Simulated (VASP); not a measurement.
Write the native input for VASP 6.6.1 that does the following.

```yaml
Task: single point
Functional: PBE
Potentials_or_basis: VASP PAW PBE potentials, release 64 (B, P)
Cutoff: 520 eV
k_mesh: 1 × 1 × 1, shifted
Occupations: fermi-dirac, width 0.1379 eV
Spin: no spin polarisation
Dipole_correction: no
Further_INCAR_settings: LREAL = Auto; ALGO = Normal; EDIFF = 1e-06; NBANDS = 58; ISYM = 0
```

The structure of B10P11 lies in POSCAR:

```
B10P11
1.0
    6.7375240000     -0.0512470000     -0.0676870000
   -0.0512470000      6.6043020000     -0.1135400000
   -0.0676870000     -0.1135400000      6.5427870000
B P
10 11
Direct
    0.4670236854      0.0402678133      0.3603156330
    0.4865464304     -0.0168356272      0.6027601619
    0.6353673038      0.4974289013      0.2624539335
    0.4202684292      0.8275480287      0.7791492391
    0.5359516890      0.2862589966      0.3645670887
    0.3783245605      0.5928817707      0.3578145599
    0.5588266986      0.7600162186      0.2529103491
    1.1089921090      0.7348274754      0.3505288588
    0.3434947143      0.0614611467      0.8406367845
    0.2669926935      0.6933782090      0.5898935876
    0.7982187053      0.0739884840      0.6581026835
    0.1644406611      0.5106362335      0.1312560126
    0.6259534799      0.7664875353      0.9692172323
    0.7316173490      0.4619310304     -0.0818492742
    0.8257692864      0.0380260464     -0.0244557368
    0.2885647141      0.3832594260      0.7070012145
    0.7756122251      0.4202943683      0.5096718092
    0.1536873638      0.8693691491      0.9155486507
    0.8327148938      0.7674828580      0.4541697562
    0.0685608649      0.2807441916      0.3989861468
    0.1889996446      0.0033890644      0.2441231257
```

The cell was built by a generator and needn't be a form met in nature.

These files were run (other wordings do the same):

INCAR

```
ALGO     = Normal         # electronic algorithm
EDIFF    = 1E-6           # SCF threshold, eV
ENCUT    = 520            # plane-wave cutoff, eV
GGA      = PE             # functional
ISIF     = 2              # what is computed and relaxed
ISMEAR   = -1             # smearing method
ISYM     = 0            
LASPH    = T              # aspherical terms in the spheres
LCHARG   = T              # write CHGCAR
LELF     = T              # ELF
LREAL    = Auto         
LVHAR    = T            
LWAVE    = F              # write WAVECAR
NBANDS   = 58             # bands
NELM     = 100            # most SCF steps
PREC     = Accurate       # precision mode
SIGMA    = 0.1379         # smearing width, eV
```

KPOINTS

```
Automatic mesh
0
Gamma
  1 1 1
  0.25 0.25 0.25
```

Potentials or basis: VASP PAW PBE potentials, release 64 (B, P).

Command:

```bash
$ cat potpaw_PBE.64/B/POTCAR potpaw_PBE.64/P/POTCAR > POTCAR
$ mpirun -np 1 vasp_std > vasp.out
```

Results of the run:

```json
{"Pressure": "-4.4 GPa", "Largest force": "2.834 eV/Å", "Band gap on the k mesh": "none (metal or under the smearing width)"}
```

Run time: 34 s on 1 thread of Intel(R) Xeon(R) Platinum 8488C (Sapphire Rapids), with other jobs on the host, peak memory 0.32 GiB.
